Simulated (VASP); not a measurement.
Here is the system:

```yaml
crystal:
  lattice:
    - [0.00000, 3.04295, 3.04295]
    - [3.04295, 0.00000, 3.04295]
    - [3.04295, 3.04295, 0.00000]
  atoms:
    - { symbol: S, position: [0.00000, 0.00000, 0.00000] }
    - { symbol: Ag, position: [0.25000, 0.25000, 0.25000] }
    - { symbol: Ag, position: [0.75000, 0.75000, 0.75000] }
```

Computed with PBEsol GGA, VASP's PBE PAW potentials (set 64) (plane waves; VASP). Numerical set-up: 400 eV cut-off, 10×10×10 Γ-centred mesh, tetrahedra with Blöchl corrections, potentials S Ag.

### Question
Tabulate the total density of states (states/eV per cell) against energy (eV; zero at the valence-band maximum or, without a gap, the Fermi level).

### Answer

```
E (eV) | DOS (states/eV)
    -9.98 |  0.00
    -9.86 |  0.00
    -9.62 |  0.00
    -9.50 |  0.00
    -9.26 |  0.00
    -9.14 |  0.00
    -8.90 |  0.00
    -8.78 |  0.00
    -8.66 |  0.00
    -8.42 |  0.00
    -8.30 |  0.00
    -8.06 |  0.00
    -7.94 |  0.00
    -7.82 |  0.00
    -7.58 |  0.00
    -7.46 |  0.00
    -7.22 |  0.00
    -7.10 |  0.00
    -6.86 |  0.00
    -6.74 |  0.00
    -6.62 | ## 0.72
    -6.38 | ###### 2.48
    -6.26 | ######### 3.89
    -6.02 | ########### 4.96
    -5.90 | ####### 3.15
    -5.78 | ########## 4.61
    -5.54 | ############ 5.50
    -5.42 | ######### 4.17
    -5.18 | ###### 2.65
    -5.06 | ### 1.47
    -4.82 | ######## 3.73
    -4.70 | ########## 4.37
    -4.58 | ################# 7.40
    -4.34 | ############## 6.33
    -4.22 | ############## 6.43
    -3.98 | ################### 8.60
    -3.86 | ############################## 13.4
    -3.74 | ########################## 11.6
    -3.50 | ####################### 10.3
    -3.38 | ###################### 9.80
    -3.14 | ######## 3.61
    -3.02 | ####### 3.13
    -2.78 | ##### 2.44
    -2.66 | ### 1.27
    -2.54 | ## 0.96
    -2.30 | ## 0.87
    -2.18 | #### 1.94
    -1.94 | ####### 3.28
    -1.82 | ###### 2.81
    -1.70 | ###### 2.58
    -1.46 | ##### 2.30
    -1.34 | ##### 2.04
    -1.10 | #### 1.98
    -0.98 | #### 1.98
    -0.74 | #### 1.89
    -0.62 | #### 1.85
    -0.50 | ### 1.36
    -0.26 | # 0.58
    -0.14 | # 0.35
     0.10 |  0.09
     0.22 |  0.14
     0.34 |  0.20
     0.58 | # 0.32
     0.70 | # 0.42
     0.94 | # 0.57
     1.06 | # 0.61
     1.30 | # 0.64
     1.42 | # 0.67
     1.54 | ## 0.68
     1.78 | ## 0.74
     1.90 | ## 0.78
     2.14 | ## 0.96
     2.26 | ## 1.10
     2.38 | ### 1.16
     2.62 | ## 0.96
     2.74 | ## 0.69
     2.98 | # 0.43
     3.10 | # 0.60
     3.34 | # 0.67
     3.46 | ## 0.79
```
Within 2 eV below the Fermi level the largest weight inside VASP's projection spheres is Ag d, then S p.

The structure was generated: Ag2S was put into the fluorite type (Fm-3m), which need not be its known phase. It was relaxed first.
